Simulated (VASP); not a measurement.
Level of theory: PBE GGA, VASP's PBE PAW potentials (set 64) (plane waves; VASP).

Input for VASP

POSCAR:
```
Br
1.0
  2.2888320000  -3.4077030000   0.0000000000
  2.2888320000   3.4077030000   0.0000000000
  0.0000000000   0.0000000000   8.9100960000
Br
4
direct
  0.8610000000   0.8610000000   0.8890000000
  0.6390000000   0.6390000000   0.3890000000
  0.3610000000   0.3610000000   0.6110000000
  0.1390000000   0.1390000000   0.1110000000
```

**INCAR**
```
SYSTEM = Br
PREC = Accurate; ENCUT = 300; LREAL = .FALSE.
LASPH = .TRUE.
EDIFF = 1E-6; NELM = 100; ALGO = Normal
LMAXMIX = 4
ISMEAR = -1; SIGMA = 0.02
GGA = PE
ISIF = 2
LWAVE = .FALSE.; LCHARG = .FALSE.
```

**KPOINTS**
```
Automatic mesh
0
Gamma
6 6 3
0 0 0
```

POTCAR, in this order: Br (PBE.64 set). Program: vasp_std.

Output

File OSZICAR:
```
       N       E                     dE             d eps       ncg     rms          rms(c)
DAV:   1     0.148247360455E+03    0.14825E+03   -0.87259E+03   936   0.832E+02
DAV:   2     0.294190785123E+01   -0.14531E+03   -0.14318E+03  1396   0.184E+02
DAV:   3    -0.676553560915E+01   -0.97074E+01   -0.96867E+01  1046   0.574E+01
DAV:   4    -0.686139049919E+01   -0.95855E-01   -0.95809E-01  1220   0.675E+00
DAV:   5    -0.686194983097E+01   -0.55933E-03   -0.55915E-03  1054   0.518E-01    0.979E+00
DAV:   6    -0.654830746759E+01    0.31364E+00   -0.22578E-01  1022   0.288E+00    0.645E+00
DAV:   7    -0.644136403297E+01    0.10694E+00   -0.49728E-01   978   0.423E+00    0.609E-01
DAV:   8    -0.643284275960E+01    0.85213E-02   -0.54047E-02   992   0.143E+00    0.292E-01
DAV:   9    -0.643291254375E+01   -0.69784E-04   -0.94344E-04  1056   0.219E-01    0.809E-02
DAV:  10    -0.643301210250E+01   -0.99559E-04   -0.14115E-04  1172   0.827E-02    0.745E-02
DAV:  11    -0.643301384432E+01   -0.17418E-05   -0.29729E-05  1020   0.333E-02    0.997E-03
DAV:  12    -0.643301443800E+01   -0.59368E-06   -0.40940E-06  1018   0.124E-02
   1 F= -.64330144E+01 E0= -.64330144E+01  d E =-.766526E-12
```

OUTCAR:
```
------------------------ aborting loop because EDIFF is reached ----------------------------------------
  FORCE on cell =-STRESS in cart. coord.  units (eV):
  Direction    XX          YY          ZZ          XY          YZ          ZX
  --------------------------------------------------------------------------------------
  Total       -0.2834095      0.9497122     -0.6010792      0.0000000      0.0000000     -0.0000000
  in kB       -3.2669085     10.9474908     -6.9287395      0.0000000      0.0000000     -0.0000000
  external PRESSURE =       0.2506143 kB  Pullay stress =       0.0000000 kB
  volume of cell :      138.99
      direct lattice vectors                 reciprocal lattice vectors
     2.288832000 -3.407703000  0.000000000     0.218452031 -0.146726402  0.000000000
     2.288832000  3.407703000  0.000000000     0.218452031  0.146726402  0.000000000
     0.000000000  0.000000000  8.910096000     0.000000000  0.000000000  0.112232236
 POSITION                                       TOTAL-FORCE (eV/Angst)
 -----------------------------------------------------------------------------------
      3.94137      0.00000      7.92108         0.037028      0.000000     -0.150588
      2.92513      0.00000      3.46603        -0.037028      0.000000     -0.150588
      1.65254      0.00000      5.44407         0.037028      0.000000      0.150588
      0.63630      0.00000      0.98902        -0.037028      0.000000      0.150588
 -----------------------------------------------------------------------------------
    total drift:                               -0.000000     -0.000000     -0.000000
  FREE ENERGIE OF THE ION-ELECTRON SYSTEM (eV)
  ---------------------------------------------------
  free  energy   TOTEN  =        -6.4330144380 eV

  energy  without entropy=       -6.4330144380  energy(sigma->0) =       -6.43301444
```
(Selected blocks of OUTCAR.)

### OUTCAR
```
 val. band max:       -0.5818230065   @ k =   0.0000   0.0000   0.0000

 cond. band min:       1.0214056726   @ k =   0.0000   0.0000   0.0000


 Fermi energy:        -0.0787696079

 k-point     1 :       0.0000    0.0000    0.0000
  band No.  band energies     occupation
      1     -16.1443      2.00000
      2     -15.8197      2.00000
      3     -13.6916      2.00000
      4     -13.0526      2.00000
      5      -5.2512      2.00000
      6      -4.2596      2.00000
      7      -2.4825      2.00000
      8      -2.4722      2.00000
      9      -2.0520      2.00000
     10      -1.9769      2.00000
     11      -1.4730      2.00000
     12      -0.9504      2.00000
     13      -0.6058      2.00000
     14      -0.5818      2.00000
     15       1.0214      0.00000
     16       1.8178      0.00000
     17       5.4608      0.00000
     18       6.2362      0.00000

 k-point     2 :       0.1667   -0.0000    0.0000
  band No.  band energies     occupation
      1     -16.0860      2.00000
      2     -15.8006      2.00000
      3     -13.6500      2.00000
      4     -13.1000      2.00000
      5      -5.2484      2.00000
      6      -4.3899      2.00000
      7      -2.8279      2.00000
      8      -2.7441      2.00000
      9      -2.2083      2.00000
     10      -2.1461      2.00000
     11      -1.2122      2.00000
     12      -0.8529      2.00000
     13      -0.6932      2.00000
     14      -0.6876      2.00000
     15       1.0531      0.00000
     16       1.7576      0.00000
     17       6.0771      0.00000
     18       6.6372      0.00000

 k-point     3 :       0.3333    0.0000    0.0000
  band No.  band energies     occupation
      1     -15.9481      2.00000
      2     -15.7780      2.00000
      3     -13.5397      2.00000
      4     -13.2268      2.00000
      5      -5.2359      2.00000
      6      -4.7504      2.00000
      7      -3.2173      2.00000
      8      -3.0984      2.00000
      9      -2.3706      2.00000
...
```

The structure is a typed Br crystal. The cell was not relaxed at this level. The run is one of a series of settings (KPOINTS 6×6×3 Γ-centred mesh against the base run), some of them coarse on purpose.
